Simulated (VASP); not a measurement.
Method: HSE06 screened hybrid, VASP's PBE PAW potentials (set 64) (plane waves; VASP).

A VASP calculation is set up with these files.

File POSCAR:
```
CoSi63
1.0
 10.9370747000   0.0000000000   0.0000000000
  0.0000000000  10.9370747000   0.0000000000
  0.0000000000   0.0000000000  10.9370747000
Si Co
63 1
Cartesian
  5.4695781898   0.0019099053   0.0020304964
  6.8450230209   1.3737300990   1.3764954311
  8.2045085404   2.7317508281   0.0008558698
  9.5642855208   4.0913633346   1.3749928871
  8.2038376547  10.9344302761   2.7345958882
  9.5645904038   1.3736759156   4.0916181958
  0.0001593488  10.9367597680  10.9367635927
  1.3661191068   1.3661693178   1.3662822606
  2.7345811243   2.7338634411   0.0041043090
  4.1054031787   4.1040836042   1.3682771677
  5.4683824045   5.4676550682   0.0015810460
  6.8335828812   6.8333092323   1.3662075178
  8.2039206649   8.2041493078   0.0022331177
  9.5712353931   9.5716358344   1.3661256024
  2.7345653530   0.0048146326   2.7348302719
  4.1053657072   1.3689760129   4.1054067256
  5.4600749470   2.7548747832   2.7553536904
  6.7732535375   4.1713146664   4.1715340860
  8.1868271776   5.4814387255   2.7518859848
  9.5709257087   6.8341869709   4.1051386382
  5.4685243808   0.0008710614   5.4680206957
  6.8332057534   1.3661082649   6.8333327558
  8.1869191245   2.7515922882   5.4809149238
  9.5739119096   4.1031183603   6.8342628567
  8.2033304621   0.0020231291   8.2034336272
  9.5711669893   1.3655684098   9.5714078576
 10.9365490106   5.4688138491   0.0032212102
  1.3723830637   6.8455929245   1.3744863354
  2.7321906560   8.2052752085   0.0003720891
  4.0913912788   9.5669535447   1.3738799544
  0.0034151727   2.7340333912   2.7340972221
  1.3675892968   4.1042102872   4.1043087373
  2.7520887352   5.4584160367   2.7516662163
  4.1620571020   6.7785835109   4.1622619567
  5.4810184181   8.1880301650   2.7499476311
  6.8341317736   9.5702709892   4.1059367931
 10.9355746080  10.9369746192   5.4695270273
  1.3728562366   1.3721829109   6.8456415311
  2.7515625438   2.7520907093   5.4597806271
  4.1590583049   4.1647092409   6.7831165543
  6.7734474562   6.7699781538   6.7811222356
  8.1849687094   8.1839194524   5.4609738969
  9.5628135448   9.5644297251   6.8456560960
  2.7334668441  10.9353747428   8.2040471489
  4.0909852946   1.3725820321   9.5660553856
  5.4805070475   2.7495770524   8.1890091874
  6.8342608639   4.1020272985   9.5749153042
  8.1893361393   5.4544280194   8.1906507953
  9.5657426585   6.8462631703   9.5662067547
 10.9348848231   8.2043677441   2.7342370198
  1.3728626162   9.5665843069   4.0916184813
  0.0005574299   5.4681995366   5.4675653733
  1.3638532643   6.8345532163   6.8331172714
  2.7498015993   8.1883041738   5.4808407256
  4.1042314570   9.5721751054   6.8339719436
 10.9366571291   2.7322076139   8.2046453205
  1.3714724560   4.0905412024   9.5680632050
  2.7460735420   5.4838079507   8.1916918802
  4.1029299867   6.8351327325   9.5752930226
  5.4566166528   8.1874740804   8.1891379485
  6.8458400083   9.5658328566   9.5656557405
  0.0009108790   8.2049636605   8.2035630685
  1.3658179293   9.5715533907   9.5710777811
  5.4614574545   5.4710508265   5.4772136537
```

### KPOINTS
```
Automatic mesh
0
G
  1 1 1
0 0 0
```

**INCAR**
```
# general
SYSTEM    =  CoSi63
PREC      =  Normal
ENCUT     =  400
LREAL     =  Auto
LASPH     =  .TRUE.
ISYM      =  0
NELECT    =  260.0

# electronic loop
EDIFF     =  1E-5
NELM      =  50
NELMIN    =  4
ALGO      =  Normal
LMAXMIX   =  4

# smearing
ISMEAR    =  0
SIGMA     =  0.05

# functional
GGA       =  PE
LHFCALC   =  .TRUE.
AEXX      =  0.25
HFSCREEN  =  0.2
PRECFOCK  =  Fast

# spin
ISPIN     =  2
MAGMOM    =  63*0.0 3.0

# ions
ISIF      =  0

# output
LWAVE     =  .FALSE.
LCHARG    =  .FALSE.
LORBIT    =  10
```

POTCAR, in this order: Si Co (PBE.64 set). Program: vasp_gam. Read from the step before: WAVECAR.

What VASP printed:

File OUTCAR:
```
 ion  position               nearest neighbor table
   1  0.500  0.000  0.000-   2 2.38  30 2.38  45 2.38  61 2.38
   2  0.626  0.126  0.126-   3 2.36   5 2.36   1 2.38  17 2.39
   3  0.750  0.250  0.000-   2 2.36   4 2.36  26 2.37  47 2.37
   4  0.874  0.374  0.126-  31 2.36   3 2.36  27 2.38  19 2.39
   5  0.750  1.000  0.250-   2 2.36   6 2.36  14 2.37  36 2.37
   6  0.875  0.126  0.374-  31 2.36   5 2.36  37 2.38  23 2.39
   7  0.000  1.000  1.000-  63 2.37  26 2.37  14 2.37   8 2.37
   8  0.125  0.125  0.125-   9 2.37  15 2.37  31 2.37   7 2.37
   9  0.250  0.250  0.000-  45 2.36  57 2.36   8 2.37  10 2.37
  10  0.375  0.375  0.125-  33 2.36  17 2.36  11 2.36   9 2.37
  11  0.500  0.500  0.000-  10 2.36  47 2.36  12 2.36  59 2.36
  12  0.625  0.625  0.125-  19 2.36  35 2.36  11 2.36  13 2.37
  13  0.750  0.750  0.000-  49 2.36  61 2.36  14 2.37  12 2.37
  14  0.875  0.875  0.125-   7 2.37   5 2.37  13 2.37  50 2.37
  15  0.250  0.000  0.250-  30 2.36  51 2.36   8 2.37  16 2.37
  16  0.375  0.125  0.375-  17 2.36  39 2.36  21 2.36  15 2.37
  17  0.499  0.252  0.252-  16 2.36  10 2.36   2 2.39  18 2.40
  18  0.619  0.381  0.381-  64 2.26  23 2.39  19 2.39  17 2.40
  19  0.749  0.501  0.252-  20 2.36  12 2.36   4 2.39  18 2.39
  20  0.875  0.625  0.375-  19 2.36  42 2.36  52 2.36  50 2.37
  21  0.500  0.000  0.500-  16 2.36  22 2.36  36 2.36  55 2.36
  22  0.625  0.125  0.625-  23 2.36  46 2.36  21 2.36  25 2.37
  23  0.749  0.252  0.501-  22 2.36  24 2.36   6 2.39  18 2.39
  24  0.875  0.375  0.625-  23 2.36  48 2.36  52 2.36  56 2.37
  25  0.750  0.000  0.750-  43 2.36  61 2.36  26 2.37  22 2.37
  26  0.875  0.125  0.875-   7 2.37  56 2.37  25 2.37   3 2.37
  27  1.000  0.500  0.000-  28 2.38   4 2.38  49 2.38  57 2.38
  28  0.125  0.626  0.126-  50 2.36  29 2.36  27 2.38  33 2.39
  29  0.250  0.750  0.000-  28 2.36  30 2.36  63 2.37  59 2.37
  30  0.374  0.875  0.126-  15 2.36  29 2.36   1 2.38  35 2.39
  31  0.000  0.250  0.250-   4 2.36   6 2.36   8 2.37  32 2.37
  32  0.125  0.375  0.375-  33 2.36  39 2.36  52 2.36  31 2.37
  33  0.252  0.499  0.252-  10 2.36  32 2.36  34 2.39  28 2.39
  34  0.381  0.620  0.381-  64 2.26  54 2.39  33 2.39  35 2.39
  35  0.501  0.749  0.251-  12 2.36  36 2.36  34 2.39  30 2.39
  36  0.625  0.875  0.375-  35 2.36  42 2.36  21 2.36   5 2.37
  37  1.000  1.000  0.500-  43 2.38  51 2.38   6 2.38  38 2.38
  38  0.126  0.125  0.626-  56 2.36  44 2.36  37 2.38  39 2.39
  39  0.252  0.252  0.499-  16 2.36  32 2.36  38 2.39  40 2.39
...
```

**OSZICAR**
```
       N       E                     dE             d eps       ncg     rms          rms(c)
DAV:   1    -0.404270416987E+03   -0.40427E+03   -0.12635E+01   772   0.984E+00    0.192E+01
DAV:   2    -0.404824720467E+03   -0.55430E+00   -0.30109E+00   856   0.101E+01    0.142E+01
DAV:   3    -0.407063263431E+03   -0.22385E+01   -0.14950E+01   766   0.246E+01    0.159E+01
DAV:   4    -0.419078033901E+03   -0.12015E+02   -0.69484E+01   798   0.556E+01    0.448E+01
DAV:   5    -0.502538168168E+03   -0.83460E+02   -0.33252E+02   884   0.738E+01    0.124E+02
DAV:   6    -0.414563913295E+03    0.87974E+02   -0.42570E+02   774   0.479E+01    0.645E+01
DAV:   7    -0.502168749690E+03   -0.87605E+02   -0.15297E+02   804   0.607E+01    0.118E+02
DAV:   8    -0.416876728390E+03    0.85292E+02   -0.48701E+02   745   0.476E+01    0.844E+01
DAV:   9    -0.502865009408E+03   -0.85988E+02   -0.17493E+02   740   0.588E+01    0.113E+02
DAV:  10    -0.419005427178E+03    0.83860E+02   -0.58996E+02   774   0.442E+01    0.971E+01
DAV:  11    -0.507320730399E+03   -0.88315E+02   -0.20702E+02   804   0.550E+01    0.993E+01
DAV:  12    -0.414847562845E+03    0.92473E+02   -0.50877E+02   814   0.467E+01    0.969E+01
DAV:  13    -0.507753130291E+03   -0.92906E+02   -0.15369E+02   756   0.585E+01    0.931E+01
DAV:  14    -0.414634660313E+03    0.93118E+02   -0.47257E+02   790   0.470E+01    0.944E+01
DAV:  15    -0.502132785579E+03   -0.87498E+02   -0.16541E+02   764   0.619E+01    0.972E+01
DAV:  16    -0.418422778697E+03    0.83710E+02   -0.52403E+02   806   0.457E+01    0.966E+01
DAV:  17    -0.505689589530E+03   -0.87267E+02   -0.18572E+02   804   0.555E+01    0.101E+02
DAV:  18    -0.416978685493E+03    0.88711E+02   -0.55950E+02   801   0.460E+01    0.981E+01
DAV:  19    -0.504530784501E+03   -0.87552E+02   -0.18984E+02   828   0.570E+01    0.102E+02
DAV:  20    -0.416433998994E+03    0.88097E+02   -0.55873E+02   806   0.485E+01    0.100E+02
DAV:  21    -0.507480932838E+03   -0.91047E+02   -0.18481E+02   820   0.561E+01    0.102E+02
DAV:  22    -0.415617268831E+03    0.91864E+02   -0.51290E+02   777   0.487E+01    0.998E+01
DAV:  23    -0.501865135816E+03   -0.86248E+02   -0.17029E+02   780   0.596E+01    0.992E+01
DAV:  24    -0.418333387419E+03    0.83532E+02   -0.55162E+02   806   0.462E+01    0.101E+02
DAV:  25    -0.506571587740E+03   -0.88238E+02   -0.17514E+02   804   0.559E+01    0.944E+01
DAV:  26    -0.416082169161E+03    0.90489E+02   -0.51027E+02   798   0.476E+01    0.974E+01
DAV:  27    -0.505061245929E+03   -0.88979E+02   -0.17222E+02   852   0.588E+01    0.937E+01
DAV:  28    -0.416235674340E+03    0.88826E+02   -0.50975E+02   809   0.477E+01    0.960E+01
DAV:  29    -0.504698345581E+03   -0.88463E+02   -0.20199E+02   836   0.588E+01    0.987E+01
DAV:  30    -0.417000046055E+03    0.87698E+02   -0.53041E+02   774   0.465E+01    0.978E+01
DAV:  31    -0.506017217804E+03   -0.89017E+02   -0.19330E+02   852   0.572E+01    0.946E+01
DAV:  32    -0.416336808596E+03    0.89680E+02   -0.49210E+02   830   0.483E+01    0.959E+01
DAV:  33    -0.504418811887E+03   -0.88082E+02   -0.15697E+02   796   0.589E+01    0.961E+01
DAV:  34    -0.418060419061E+03    0.86358E+02   -0.56561E+02   822   0.461E+01    0.971E+01
DAV:  35    -0.506260898014E+03   -0.88200E+02   -0.20626E+02   884   0.559E+01    0.101E+02
DAV:  36    -0.415542650171E+03    0.90718E+02   -0.47117E+02   822   0.525E+01    0.981E+01
DAV:  37    -0.513955763866E+03   -0.98413E+02   -0.13462E+02   814   0.602E+01    0.122E+02
DAV:  38    -0.465163087353E+03    0.48793E+02   -0.93278E+02   966   0.551E+01    0.129E+02
DAV:  39    -0.530378081982E+07   -0.53033E+07   -0.19838E+05   996   0.464E+01    0.105E+03
DAV:  40    -0.185671370157E+08   -0.13263E+08   -0.18551E+08   870   0.142E+03    0.107E+03
DAV:  41    -0.243173308751E+04    0.18565E+08   -0.64636E+03   940   0.147E+02    0.700E+02
DAV:  42    -0.377159891249E+04   -0.13399E+04   -0.14023E+03  1075   0.904E+01    0.420E+02
DAV:  43    -0.678365158526E+04   -0.30121E+04   -0.34069E+03   860   0.107E+02    0.486E+02
DAV:  44    -0.543606667109E+04    0.13476E+04   -0.71843E+03   857   0.631E+02    0.539E+02
DAV:  45    -0.647030622066E+04   -0.10342E+04   -0.28737E+03   865   0.157E+02    0.306E+02
DAV:  46    -0.824531636638E+05   -0.75983E+05   -0.56591E+05   833   0.138E+02    0.368E+02
DAV:  47    -0.387834347836E+05    0.43670E+05   -0.67679E+04   804   0.238E+02    0.277E+02
DAV:  48    -0.660773490857E+05   -0.27294E+05   -0.10364E+05   846   0.123E+02    0.251E+02
DAV:  49    -0.443331451496E+05    0.21744E+05   -0.20814E+05   785   0.288E+02    0.222E+02
DAV:  50    -0.651584550370E+06   -0.60725E+06   -0.39356E+06   854   0.157E+02
   1 F= -.65158455E+06 E0= -.65158455E+06  d E =-.313907E-19  mag=   -54.0947
```

OUTCAR:
```
------------------------ aborting loop EDIFF was not reached (unconverged)  ----------------------------
  volume of cell :     1308.29
      direct lattice vectors                 reciprocal lattice vectors
    10.937074700  0.000000000  0.000000000     0.091432127  0.000000000  0.000000000
     0.000000000 10.937074700  0.000000000     0.000000000  0.091432127  0.000000000
     0.000000000  0.000000000 10.937074700     0.000000000  0.000000000  0.091432127
 POSITION                                       TOTAL-FORCE (eV/Angst)
 -----------------------------------------------------------------------------------
      5.46958      0.00191      0.00203        53.873284   -180.407671     48.774441
      6.84502      1.37373      1.37650       148.202955    143.318765     12.755285
      8.20451      2.73175      0.00086        60.867001   -251.761836    510.080972
      9.56429      4.09136      1.37499      -249.731416   -199.713145     -7.020302
      8.20384     10.93443      2.73460      -350.263314   -824.489950   -484.853329
      9.56459      1.37368      4.09162       579.720022   -290.698131    175.299430
      0.00016     10.93676     10.93676     -1250.754674    397.952955  -1188.504259
      1.36612      1.36617      1.36628      -409.579727    356.281686   -181.054901
      2.73458      2.73386      0.00410       833.312076    493.248756     81.320772
      4.10540      4.10408      1.36828       252.572604  -1040.804704    124.988541
      5.46838      5.46766      0.00158      -133.305031    110.615786     98.153606
      6.83358      6.83331      1.36621       -40.823516    -88.723875     68.115259
      8.20392      8.20415      0.00223      -235.357900   -368.048517   -251.641434
      9.57124      9.57164      1.36613      -331.713192    547.356199    -31.785006
      2.73457      0.00481      2.73483       322.321085   -910.546291    372.745318
      4.10537      1.36898      4.10541      1298.469217    273.629082   1238.709044
      5.46007      2.75487      2.75535     -1637.415024   -538.715724    292.397741
      6.77325      4.17131      4.17153       144.160895    -79.318846    640.081162
      8.18683      5.48144      2.75189      -253.227974     15.582082    424.061613
      9.57093      6.83419      4.10514       685.688226   -651.024090    616.476620
      5.46852      0.00087      5.46802     -1104.650711   1182.242978  -1093.293507
      6.83321      1.36611      6.83333       161.029862    -52.466045    -50.553084
      8.18692      2.75159      5.48091      -102.190138   -302.893664    573.652963
      9.57391      4.10312      6.83426      1178.185802   1635.596828   -125.605601
      8.20333      0.00202      8.20343        -7.547300   -204.630559   -165.988905
      9.57117      1.36557      9.57141      1251.280569   -981.727692    303.825645
     10.93655      5.46881      0.00322      -290.201707   -188.853364   -158.966745
      1.37238      6.84559      1.37449       -60.381262    -31.964621     40.565981
      2.73219      8.20528      0.00037       364.621494    269.144761    114.623436
      4.09139      9.56695      1.37388      -186.811716   -532.983470    686.146656
      0.00342      2.73403      2.73410       264.968329   -287.764020   -150.597182
      1.36759      4.10421      4.10431      -950.886144    871.470643    355.410378
      2.75209      5.45842      2.75167       -94.375534   -706.050733   -318.330898
      4.16206      6.77858      4.16226       -30.253504   -174.018293     95.073025
      5.48102      8.18803      2.74995      -319.207986    480.358718   -329.004344
      6.83413      9.57027      4.10594      -534.409718    679.859351    126.401753
     10.93557     10.93697      5.46953      -336.441290    164.883749    -54.611279
      1.37286      1.37218      6.84564        34.875219   -172.867623    123.262443
      2.75156      2.75209      5.45978       610.551455   -228.529812   -304.637256
      4.15906      4.16471      6.78312      -135.835794     51.673794   -329.257755
      6.77345      6.76998      6.78112       838.141217   -673.158362    263.590697
      8.18497      8.18392      5.46097        76.983371   -252.075365    449.282530
      9.56281      9.56443      6.84566       -31.580760    473.151315    308.990520
      2.73347     10.93537      8.20405        78.007814    228.395789    -62.973974
      4.09099      1.37258      9.56606      -219.894248   -274.250235    -27.308637
      5.48051      2.74958      8.18901        37.431810     71.326237   -255.586100
      6.83426      4.10203      9.57492        -6.793190    136.612404   -311.689161
      8.18934      5.45443      8.19065      -243.321132    186.134533  -1234.753839
      9.56574      6.84626      9.56621      -550.497301   -432.216234    220.157195
     10.93488      8.20437      2.73424      -218.946369   -139.135986    164.210431
      1.37286      9.56658      4.09162       498.755862    427.000750   -175.192395
      0.00056      5.46820      5.46757      -782.434830   -655.153779   -769.908664
      1.36385      6.83455      6.83312      -156.349876   -466.130355   -835.565506
      2.74980      8.18830      5.48084      -357.986798    663.783989   -181.226550
      4.10423      9.57218      6.83397       710.316566    620.406119    270.526564
     10.93666      2.73221      8.20465      -444.189476   -401.723746    -61.777611
      1.37147      4.09054      9.56806       331.624022    393.051038   -236.142964
      2.74607      5.48381      8.19169       -48.901332     80.131423   -234.125909
      4.10293      6.83513      9.57529      -231.559212     64.894082   -243.133870
      5.45662      8.18747      8.18914       411.135287    269.707971   -228.881869
      6.84584      9.56583      9.56566       -47.461185   -235.865018   -324.321713
      0.00091      8.20496      8.20356      -156.769333     92.699258    -75.630483
      1.36582      9.57155      9.57108      -666.268274    -59.943783    685.169650
      5.46146      5.47105      5.47721      1981.221844   1498.144500    999.075359
 -----------------------------------------------------------------------------------
    total drift:                             4008.172001   -308.304575    356.509312
  FREE ENERGIE OF THE ION-ELECTRON SYSTEM (eV)
  ---------------------------------------------------
  free  energy   TOTEN  =   -651584.5503696754 eV

  energy  without entropy=  -651584.5503696754  energy(sigma->0) =  -651584.55036968

  exchange ACFDT corr.  =         0.00000000  see jH, gK, PRB 81, 115126

 total charge

# of ion       s       p       d       tot
------------------------------------------
    1        1.140   0.632   0.000   1.772
    2        0.943   0.640   0.000   1.583
    3        0.988   0.479   0.000   1.467
    4        0.854   0.534   0.000   1.388
    5        0.952   0.545   0.000   1.497
    6        1.020   0.547   0.000   1.567
    7        1.418   0.101   0.000   1.519
    8        1.022   0.310   0.000   1.332
    9        1.051   0.397   0.000   1.448
   10        0.978   0.346   0.000   1.324
   11        0.780   0.632   0.000   1.412
   12        0.797   0.541   0.000   1.338
   13        1.028   0.685   0.000   1.713
   14        0.717   0.482   0.000   1.199
   15        0.878   0.492   0.000   1.369
   16        1.459   0.152   0.000   1.611
   17        1.276   0.247   0.000   1.523
   18        1.824   0.233   0.000   2.057
   19        0.908   0.387   0.000   1.295
   20        1.073   0.254   0.000   1.328
   21        1.472   0.187   0.000   1.658
   22        0.889   0.410   0.000   1.298
   23        0.943   0.326   0.000   1.269
   24        1.152   0.212   0.000   1.364
...
```
(Selected blocks of OUTCAR.)

File stdout:
```
...
DAV:  31    -0.506017217804E+03   -0.89017E+02   -0.19330E+02   852   0.572E+01    0.946E+01
DAV:  32    -0.416336808596E+03    0.89680E+02   -0.49210E+02   830   0.483E+01    0.959E+01
DAV:  33    -0.504418811887E+03   -0.88082E+02   -0.15697E+02   796   0.589E+01    0.961E+01
DAV:  34    -0.418060419061E+03    0.86358E+02   -0.56561E+02   822   0.461E+01    0.971E+01
DAV:  35    -0.506260898014E+03   -0.88200E+02   -0.20626E+02   884   0.559E+01    0.101E+02
DAV:  36    -0.415542650171E+03    0.90718E+02   -0.47117E+02   822   0.525E+01    0.981E+01
DAV:  37    -0.513955763866E+03   -0.98413E+02   -0.13462E+02   814   0.602E+01    0.122E+02
DAV:  38    -0.465163087353E+03    0.48793E+02   -0.93278E+02   966   0.551E+01    0.129E+02
DAV:  39    -0.530378081982E+07   -0.53033E+07   -0.19838E+05   996   0.464E+01    0.105E+03
DAV:  40    -0.185671370157E+08   -0.13263E+08   -0.18551E+08   870   0.142E+03    0.107E+03
DAV:  41    -0.243173308751E+04    0.18565E+08   -0.64636E+03   940   0.147E+02    0.700E+02
DAV:  42    -0.377159891249E+04   -0.13399E+04   -0.14023E+03  1075   0.904E+01    0.420E+02
DAV:  43    -0.678365158526E+04   -0.30121E+04   -0.34069E+03   860   0.107E+02    0.486E+02
DAV:  44    -0.543606667109E+04    0.13476E+04   -0.71843E+03   857   0.631E+02    0.539E+02
DAV:  45    -0.647030622066E+04   -0.10342E+04   -0.28737E+03   865   0.157E+02    0.306E+02
DAV:  46    -0.824531636638E+05   -0.75983E+05   -0.56591E+05   833   0.138E+02    0.368E+02
DAV:  47    -0.387834347836E+05    0.43670E+05   -0.67679E+04   804   0.238E+02    0.277E+02
DAV:  48    -0.660773490857E+05   -0.27294E+05   -0.10364E+05   846   0.123E+02    0.251E+02
DAV:  49    -0.443331451496E+05    0.21744E+05   -0.20814E+05   785   0.288E+02    0.222E+02
DAV:  50    -0.651584550370E+06   -0.60725E+06   -0.39356E+06   854   0.157E+02

 -----------------------------------------------------------------------------
|                                                                             |
|           W    W    AA    RRRRR   N    N  II  N    N   GGGG   !!!           |
|           W    W   A  A   R    R  NN   N  II  NN   N  G    G  !!!           |
|           W    W  A    A  R    R  N N  N  II  N N  N  G       !!!           |
|           W WW W  AAAAAA  RRRRR   N  N N  II  N  N N  G  GGG   !            |
|           WW  WW  A    A  R   R   N   NN  II  N   NN  G    G                |
|           W    W  A    A  R    R  N    N  II  N    N   GGGG   !!!           |
|                                                                             |
|     The electronic self-consistency was not achieved in the given           |
|     number of steps (NELM). The forces and other quantities evaluated       |
|     might not be reliable so examine the results carefully. If you find     |
|     spurious results, we suggest increasing NELM, if you were close to      |
|     convergence or switching to a different ALGO or adjusting the           |
|     density mixing parameters otherwise.                                    |
|                                                                             |
 -----------------------------------------------------------------------------

   1 F= -.65158455E+06 E0= -.65158455E+06  d E =-.313907E-19  mag=   -54.0947
```

Convergence was not reached.

The cell is charged, with a uniform compensating background. The supercell is sampled at Γ alone, which is coarse: total energies, pressure and levels can be off, energies of defects by several tenths of an eV.

The cell is a supercell with a defect, built from Si (diamond): Co_Si, charge +1. The cell's shape comes from a PBE relaxation.
